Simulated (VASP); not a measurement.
All values below come from PBEsol GGA, VASP's PBE PAW potentials (set 64) (plane waves; VASP 6.6.1).

VASP ran on this input.

**INCAR**
```
! general
SYSTEM  = CsH
PREC    = Accurate
ENCUT   = 400   ! plane-wave cut-off (eV)
LREAL   = .FALSE.   ! projection in real space or not
LASPH   = .TRUE.
ICHARG  = 11   ! fixed density

! electronic loop
EDIFF   = 1E-7   ! SCF stop (eV)
NELM    = 100   ! most electronic steps
ALGO    = Normal   ! blocked Davidson
LMAXMIX = 4   ! l cut-off of mixed one-centre charges

! smearing
ISMEAR  = 0
SIGMA   = 0.05   ! width (eV)

! functional
GGA     = PS

! output
LWAVE   = .FALSE.
LCHARG  = .FALSE.
LORBIT  = 11   ! lm-projected
```

**KPOINTS**
```
k-points along high-symmetry lines
15
Line-mode
Reciprocal
  0.000000   0.000000   0.000000 ! GAMMA
  0.000000   0.500000   0.000000 ! X

  0.000000   0.500000   0.000000 ! X
  0.500000   0.500000   0.000000 ! M

  0.500000   0.500000   0.000000 ! M
  0.000000   0.000000   0.000000 ! GAMMA

  0.000000   0.000000   0.000000 ! GAMMA
  0.500000   0.500000   0.500000 ! R

  0.500000   0.500000   0.500000 ! R
  0.000000   0.500000   0.000000 ! X

  0.500000   0.500000   0.500000 ! R
  0.500000   0.500000   0.000000 ! M
```

File POSCAR:
```
CsH
1.0
  3.7242038107   0.0000000000   0.0000000000
  0.0000000000   3.7242038107   0.0000000000
  0.0000000000   0.0000000000   3.7242038107
Cs H
1 1
Direct
  0.0000000000   0.0000000000   0.0000000000
  0.5000000000   0.5000000000   0.5000000000
```

POTCAR, in this order: Cs_sv H (PBE.64 set). Program: vasp_std. Read from the step before: CHGCAR.

What VASP printed:

**OSZICAR**
```
       N       E                     dE             d eps       ncg     rms          rms(c)
DAV:   1     0.421303984920E+02    0.42130E+02   -0.38927E+03  1620   0.767E+02
DAV:   2    -0.210341524936E+01   -0.44234E+02   -0.42302E+02  2063   0.128E+02
DAV:   3    -0.446755275186E+01   -0.23641E+01   -0.23627E+01  1871   0.344E+01
DAV:   4    -0.448121683148E+01   -0.13664E-01   -0.13663E-01  2378   0.296E+00
DAV:   5    -0.448124868492E+01   -0.31853E-04   -0.31853E-04  2014   0.112E-01
DAV:   6    -0.448124884507E+01   -0.16014E-06   -0.16013E-06  2371   0.687E-03
DAV:   7    -0.448124884600E+01   -0.92996E-09   -0.93637E-09  2028   0.440E-04
   1 F= -.44812488E+01 E0= -.44812488E+01  d E =-.316555E-16
```

OUTCAR:
```
 val. band max:        0.9347988269   @ k =   0.5000   0.5000   0.5000

 cond. band min:       3.4282167856   @ k =   0.5000   0.5000   0.5000



 k-point     1 :       0.0000    0.0000    0.0000
  band No.  band energies     occupation
      1     -20.8833      2.00000
      2      -6.7838      2.00000
      3      -6.7838      2.00000
      4      -6.7838      2.00000
      5      -1.1926      2.00000
      6       4.1298      0.00000
      7       4.1298      0.00000
      8       8.6194      0.00000
      9      10.7914      0.00000

 k-point     2 :       0.0000    0.0357    0.0000
  band No.  band energies     occupation
      1     -20.8809      2.00000
      2      -6.8141      2.00000
      3      -6.7814      2.00000
      4      -6.7814      2.00000
      5      -1.1680      2.00000
      6       4.1383      0.00000
      7       4.1643      0.00000
      8       8.5625      0.00000
      9      10.5930      0.00000

 k-point     3 :       0.0000    0.0714    0.0000
  band No.  band energies     occupation
      1     -20.8737      2.00000
      2      -6.9017      2.00000
      3      -6.7746      2.00000
      4      -6.7746      2.00000
      5      -1.0965      2.00000
      6       4.1637      0.00000
      7       4.2635      0.00000
      8       8.4119      0.00000
      9      10.1982      0.00000

 k-point     4 :       0.0000    0.1071    0.0000
  band No.  band energies     occupation
      1     -20.8620      2.00000
      2      -7.0376      2.00000
      3      -6.7635      2.00000
      4      -6.7635      2.00000
      5      -0.9847      2.00000
      6       4.2053      0.00000
      7       4.4120      0.00000
      8       8.2156      0.00000
      9       9.7779      0.00000

 k-point     5 :       0.0000    0.1429    0.0000
  band No.  band energies     occupation
      1     -20.8465      2.00000
      2      -7.2095      2.00000
      3      -6.7486      2.00000
      4      -6.7486      2.00000
...
```

The density is held fixed in this step, so its total energy and stress have no physical meaning. Unless said otherwise, spin-orbit coupling is left out, though it shifts the bands of the heavy elements here.

The structure comes from a computed database's CsH entry (Pm-3m); how it stands against other phases isn't given here. It was relaxed first, which changed the volume by -7 %.
